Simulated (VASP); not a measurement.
A run of VASP 6.6.1 is set up as follows.

Contents of INCAR:

```
SYSTEM = Sn2C
PREC = Normal ; ENCUT = 520
EDIFF = 1E-4 ; ISMEAR = 0
SIGMA = 0.15 ; LREAL = .False.
LASPH = .True. ; NELM = 60
ALGO = Fast ; ISIF = 3
LWAVE = .False. ; LCHARG = .False.
GGA = PE ; IBRION = 2
NSW = 24 ; EDIFFG = -0.08
```

File KPOINTS:

```
Automatic mesh
0
Gamma
  6 6 6
  0 0 0
```

The input POSCAR:

```
Sn2C
1.0
    0.0000000000      3.1000000000      3.1000000000
    3.1000000000      0.0000000000      3.1000000000
    3.1000000000      3.1000000000      0.0000000000
Sn C
2 1
Direct
    0.7500000000      0.7500000000      0.7500000000
    0.2500000000      0.2500000000      0.2500000000
    0.0000000000      0.0000000000      0.0000000000
```

Potentials or basis: VASP PAW PBE potentials, release 64 (Sn_d, C).

Run with:

```bash
$ cat potpaw_PBE.64/Sn_d/POTCAR potpaw_PBE.64/C/POTCAR > POTCAR
$ mpirun -np 1 vasp_std > vasp.out
```

What does it give for the relaxed cell?

a = 4.485 Å, b = 4.485 Å, c = 4.485 Å, α = 60.00°, β = 60.00°, γ = 60.00°.

Predict the space group after relaxing (to 0.05 Å).

Fm-3m (No. 225).

Predict the relaxed volume.

21.26 Å³/atom.

Estimate the band gap on the k mesh.

none (metal or under the smearing width).

Final structure:
```
Sn C
1.0
     0.00000    3.17109    3.17109
     3.17109    0.00000    3.17109
     3.17109    3.17109    0.00000
Sn C
2 1
Direct
  0.75000 0.75000 0.75000
  0.25000 0.25000 0.25000
  0.00000 0.00000 0.00000
```
